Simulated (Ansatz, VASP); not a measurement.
**Sn: VASP beside Ansatz**

Aim: how closely do two programs agree when they are given the same cell, functional and k mesh? The structure shown is the end of the Ansatz relaxation below.

Program: Ansatz 0.2.0. Level of theory: plane waves, with VASP 6.6.1 beside it; single point at r2SCAN. Results are calculated unless marked as measured.

## Step 1: Set-up

It takes space group Fd-3m (No. 227, cubic). Conventional cell: a = 6.654 Å, b = 6.654 Å, c = 6.654 Å, α = 90.00°, β = 90.00°, γ = 90.00°. Sn has 4 Sn at 2.88 Å nearest. That group holds within 0.01 Å; judged at 0.001 Å it is R-3m (No. 166).

## Step 2: Ansatz: relaxation, r2SCAN

Ansatz runs on its PAW soft_1 files.

This run makes the geometry at which the two programs are then compared.

input.yaml reads:

```yaml
crystal:
  lattice:
    - [-0.0009064839, 3.326695336, 3.326695336]
    - [3.326695336, -0.0009064839, 3.326695336]
    - [3.326695336, 3.326695336, -0.0009064839]
  atoms:
    - { symbol: Sn, position: [0.4999449245, 0.4999449245, 0.4999449245] }
    - { symbol: Sn, position: [0.7500550755, 0.7500550755, 0.7500550755] }
kpoints:
  mp_grid: { grid: [12, 12, 12], shift: [0.5, 0.5, 0.5] }
hamiltonian:
  xc: r2scan
  pseudopotentials: { kind: paw, azcp: { folder: soft_1 } }
scf:
  occupations: { method: gaussian, width: 0.015 }
output:
  forces: true
  stress: true
  eigenvalues: true
relax:
  adjacent_minimum: "off"
  f_tol: 0.001
  max_steps: 60
  cell: { stress_tol: 0.01, fix: [volume] }
```

On the command line:

```
ansatz run input.yaml --threads 4 --pin off --max-ram 10240MiB --backend cpu --events-out ev --progress --plain --runs-dir out
```

Numbers of over 12 decimals in the logs are rounded to 6 here.

Output:

```text
Engine: ansatz 0.2.0, x86_64-unknown-linux-gnu
Pseudopotentials: kind: paw
Pseudopotential: Sn, paw, valence charge 14, recommended cutoff 500 eV (meta_gga), soft_1/Sn.paw.azcp
Functional definition: r2SCAN
  parameter k0 = 0.174
  parameter k1 = 0.065
  parameter a1 = 4.9479
  exchange = r2scan_x(k0 = k0, k1 = k1, a1 = a1)
  correlation = r2scan_c
Crystal: 2 atoms, lattice volume = 73.663 Å³
Basis set: ecut = 500 eV, 1893 PW (Γ), exchange–correlation on 144×144×144 points (64 copies of the dense FFT grid, shifted against one another)
Bands: 18, of which v1, the nominal top of the filled ones, is band 14 counted from 1 (13 counted from 0)
Symmetry: 12 space group operations
Space group: R-3m (ITA 166), of the structure as read, at distance tolerance 4.2e-5 Å
k-points: 182 of 1728
Non-local potential: Sn, projectors of the file, l = 0: 2, l = 1: 2, l = 2: 2, l = 3: 1
PAW form: soft (Blöchl's): semilocal exchange-correlation on the pseudo side does not see the compensation charge
PAW frozen core: Sn, regenerated for the run's functional (the file was generated under x = pbe(κ = 0.804, μ = 0.219515), c = pbe(β = 0.066725))
PAW one-centre angular grid: Sn, 590 points (default); XC on 160 Gauss nodes
Initial density: superposition of atomic densities (chi_scale 0.1, normalization cell)
Initial wavefunctions: pseudopotential atomic-orbital guess
Functional: x = r2scan, c = r2scan; τ floored in thin density (d = 2e-4 eV/Å³)
iter 1 solved again at ethr=1.07e-3 eV; its pass at ethr=3.10e-3 eV (dr2=3.00e-1 eV) is discarded
SCF iter   1: F=—  HF=-12077.324010 eV  |F-HF|=—  |Δ(HF+E_count)|=         —  Δρ=2.03e-2  dr2=3.02e-1  dr2_τ=3.25e-3  ethr=1.07e-3  ⟨swp⟩=1.0  Hψ=22698  notcnv=0
preconditioner: auto → none  [insulator: Δε(μ)=0.047 eV  Ē_g=20.646 eV  σ=0.015 eV  W_gap=0.50  n_scr=14 (ndim 8)  ℏωp=22.9 eV  f_vac=0.017  D(μ)=0.17/eV (n_scr^D=0)  ε∞_Penn≈2.2]
SCF iter   2: F=—  HF=-12077.379701 eV  |F-HF|=—  |Δ(HF+E_count)|=   5.57e-2  Δρ=1.06e-2  dr2=7.03e-2  dr2_τ=7.37e-4  ethr=1.07e-3  ⟨swp⟩=2.0  Hψ=4003  notcnv=0
SCF iter   3: F=—  HF=-12077.396254 eV  |F-HF|=—  |Δ(HF+E_count)|=   1.66e-2  Δρ=7.27e-4  dr2=1.30e-4  dr2_τ=1.25e-5  ethr=2.51e-4  ⟨swp⟩=3.0  Hψ=6541  notcnv=0
SCF iter   4: F=—  HF=-12077.396392 eV  |F-HF|=—  |Δ(HF+E_count)|=   1.39e-4  Δρ=1.18e-4  dr2=5.42e-6  dr2_τ=7.76e-8  ethr=4.65e-7  ⟨swp⟩=3.0  Hψ=5913  notcnv=0
SCF iter   5: F=—  HF=-12077.396398 eV  |F-HF|=—  |Δ(HF+E_count)|=   5.23e-6  Δρ=3.78e-5  dr2=9.76e-7  dr2_τ=1.68e-8  ethr=1.94e-8  ⟨swp⟩=2.0  Hψ=5825  notcnv=0
SCF iter   6: F=-12077.396397 eV  HF=-12077.396397 eV  |F-HF|=5.23e-9  |Δ(HF+E_count)|=   5.68e-7  Δρ=3.33e-6  dr2=4.35e-9  dr2_τ=1.13e-10  ethr=3.57e-10  ⟨swp⟩=5.5  Hψ=18521  notcnv=0
SCF 1 converged in 6 iterations: F = -12077.396397 eV  dr2 = 4.35e-9
  greatest PAW one-centre occupation: 0.989 electrons in one spin orbital (limit 2), on the Sn atom at site 1 (counted from 0), in its partial waves of l = 2
relax step   1: F+E_penalty+E_count = -12077.39639716 eV  Δ(F+E_penalty+E_count) = +0.000e0 eV  max|allowed force component| = 1.035e-3 eV/Å  Δτ_max = 0.0000 Å  P = -1.529 GPa  Ω = 73.663 Å³  fix = [volume]  reactions: volume -1.529 GPa  (6 SCF iters, dr2 threshold 1.00e-7 eV, accepted)
[...]
relax step   2: F+E_penalty+E_count = -12077.39639682 eV  Δ(F+E_penalty+E_count) = +3.482e-7 eV  max|allowed force component| = 1.788e-3 eV/Å  Δτ_max = 0.0004 Å  P = -1.528 GPa  Ω = 73.663 Å³  energy of the carried Pulay correction = -9.756e-19 eV  fix = [volume]  (5 SCF iters, dr2 threshold 6.69e-11 eV, rejected (line search))
[...]
relax step   3: F+E_penalty+E_count = -12077.39639750 eV  Δ(F+E_penalty+E_count) = -3.407e-7 eV  max|allowed force component| = 8.776e-7 eV/Å  Δτ_max = 0.0002 Å  P = -1.529 GPa  Ω = 73.663 Å³  energy of the carried Pulay correction = -2.439e-19 eV  fix = [volume]  reactions: volume -1.529 GPa  (7 SCF iters, accepted)
[...]
relax step   4: F+E_penalty+E_count = -12077.39639751 eV  Δ(F+E_penalty+E_count) = -7.516e-9 eV  max|allowed force component| = 7.425e-7 eV/Å  Δτ_max = 0.0000 Å  P = -1.529 GPa  Ω = 73.663 Å³  fix = [volume]  reactions: volume -1.529 GPa  stress off target by 1.16e-3 GPa on what of the cell is left free  SCF on the basis re-selected at this cell (its energy is not comparable with the rows above)  (7 SCF iters)
basis re-selected at this cell: Δ(F+E_penalty+E_count) = -7.516e-9 eV, ΔP = +0.000 GPa vs the last step (what re-selecting the basis moved, of the pressure what is left beyond the Pulay correction that the steps carried, after the strain that the cell walked since its last selection, with what the two solves' SCF thresholds leave and, on support functions, any second-order correction that the steps lacked; it is no m [...]
SCF converged after 7 iterations
Free energy (F): -12077.396398 eV
Harris-Foulkes:  -12077.396398 eV  (|F-HF|=7.28e-12)
Internal energy: -12077.396382 eV  (E = F + TS)
E sigma→0 (E₀):  -12077.396390 eV
Entropy (-TS):   -0.000016 eV (-0.008 meV/atom)
Fermi energy:    6.869262 eV
--- Per-component energies (eV) ---
  E_band       = -287.520368
  E_kinetic    = 333.048940
  E_local      = -2710.268319  (includes V_loc(G=0)·N_el)
  E_nonlocal   = 288.923002
  E_hartree    = 1313.422526
  E_xc         = -228.744942
  E_vxc        = -167.901739  (∫ρ·V_xc dr)
  E_paw        = -8790.510298  (= ΣΔE_a)
  E_vpaw       = -669.243963  (= ΣTr[D̂ρ^β])
  E_aug_tail   = 0.000191  (compensation charges beyond the density's cutoff)
  E_vtau       = 11.076417  (kinetic-family band-sum trace: ∫τ·v_τ [+ j·A + Jᵃ·Aᵃ] dr)
  E_ewald      = -2284.738124
  E_core_change = 1.470642  (= ΣΔE_core)
  E_smearing   = -0.000016  (= −TS)
  E_closure    = -0.000000  (closes the sum)
  Σ components = -12077.396398   (vs F -12077.396398, Δ=0.00e0)
--- Forces (eV/Å), atoms counted from 1 ---
  atom   1  Sn     0.00000074     0.00000074     0.00000074
  atom   2  Sn    -0.00000074    -0.00000074    -0.00000074
  max |Σ_I F_I| component: 9.25e-18 eV/Å
--- Stress (GPa, compression-positive) ---
       -1.528551      -0.000580      -0.000580
       -0.000580      -1.528551      -0.000580
       -0.000580      -0.000580      -1.528551
  P = ⅓ Tr σ = -1.5286 GPa (-15.286 kbar)
--- Band table (eV; the first three rows and the last of 182) ---
  k-point 0: bands = [... 10 lower, -3.7243, 5.7103, 6.8559, 6.8559, 7.0770, 9.1481, 9.1481, 9.1646]
  k-point 1: bands = [... 10 lower, -3.6367, 4.8835, 6.4984, 6.7880, 7.4899, 9.2444, 9.3162, 9.6800]
  k-point 2: bands = [... 10 lower, -3.4215, 3.7120, 6.1395, 6.5266, 7.5378, 9.5830, 9.7795, 10.5141]
  k-point 181: bands = [... 10 lower, -2.1195, 0.5712, 5.1216, 5.6503, 7.4815, 10.1400, 10.4133, 13.0607]
--- Relaxed structure (3 steps of the walk, 2 accepted, 1 SCFs on fresh bases) ---
  F+E_penalty+E_count = -12077.39639751 eV   max|allowed force component| = 7.425e-7 eV/Å   (the final SCF, on the basis selected at the relaxed cell)
  cell:  # Å, volume = 73.6625 Å³
    - [-0.00110766, 3.326595, 3.326595]
    - [3.326595, -0.00110766, 3.326595]
    - [3.326595, 3.326595, -0.00110766]
  atoms:
    - { symbol: Sn, position: [0.499930, 0.499930, 0.499930] }
    - { symbol: Sn, position: [0.750070, 0.750070, 0.750070] }
```

Reading the cycles: dr2 is the Hartree energy of the density residual (eV), the measure of convergence; HF is the Harris–Foulkes estimate of the energy, which meets the free energy F at convergence.

(Part 1 of 4 ends here.)

[Lines on the potential files, build, host, timing and source positions are cut from VASP's logs without a mark.]

[Logs are printed without paths, hosts, clocks, repeated set-up lines and the standing remarks that a program may print on its own settings, such as how far it seeks lower states.]

[Hosts, paths, dates, database ids (printed as entryN), source tags and the programs' standing remarks are cut or masked in the printed files.]
